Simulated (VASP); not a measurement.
VASP ran on this input.

### POSCAR
```
KF
1
    0.0000000000     2.6750000000     2.6750000000
    2.6750000000     0.0000000000     2.6750000000
    2.6750000000     2.6750000000     0.0000000000
K F
1 1
Direct
  0.0000000000   0.0000000000   0.0000000000
  0.5000000000   0.5000000000   0.5000000000
```

### KPOINTS
```
Regular mesh
0
gamma
  8 8 8
0 0 0
```

### INCAR
```
! general
SYSTEM = KF
PREC   = Accurate
ENCUT  = 520
LREAL  = .False.
LASPH  = .True.

! electronic loop
EDIFF  = 1E-6
NELM   = 100
ALGO   = Normal

! smearing
ISMEAR = 0
SIGMA  = 0.05

! functional
GGA    = PE
IVDW   = 13

! ions
IBRION = 2
NSW    = 60
ISIF   = 3
EDIFFG = -0.01

! output
LWAVE  = .False.
LCHARG = .False.
```

POTCAR, in this order: K_sv F (PBE.64 set). Program: vasp_std.

Task: Write an equivalent input for Ansatz.

Result: One equivalent input (not run):
Ansatz 0.2 input:
```yaml
crystal:
  lattice:
    - [0.0000000, 2.6750000, 2.6750000]
    - [2.6750000, 0.0000000, 2.6750000]
    - [2.6750000, 2.6750000, 0.0000000]
  atoms:
    - { symbol: K, position: [0.0000000, 0.0000000, 0.0000000] }
    - { symbol: F, position: [0.5000000, 0.5000000, 0.5000000] }
kpoints:
  mp_grid: { grid: [8, 8, 8] }
hamiltonian:
  xc: pbe
  dispersion: d4
  pseudopotentials: { kind: paw }
scf:
  occupations: { method: gaussian, width: 0.05 }
  max_iter: 100
relax:
  max_steps: 60
  f_tol: 0.01
  cell: {}
output: { forces: true, stress: true, eigenvalues: true }
```
The two are equivalent in intent, not identical: each code has its own PAW files, so the cut-off isn't converted (ENCUT is set for VASP's; basis.ecutwfc is left out, and Ansatz then takes the one that its files recommend); Ansatz stops its SCF on the density residual and VASP on the energy change (EDIFF).

The compound is KF in the rock salt structure. This run relaxes it. Symmetry was kept, so distortions that lower it aren't found.
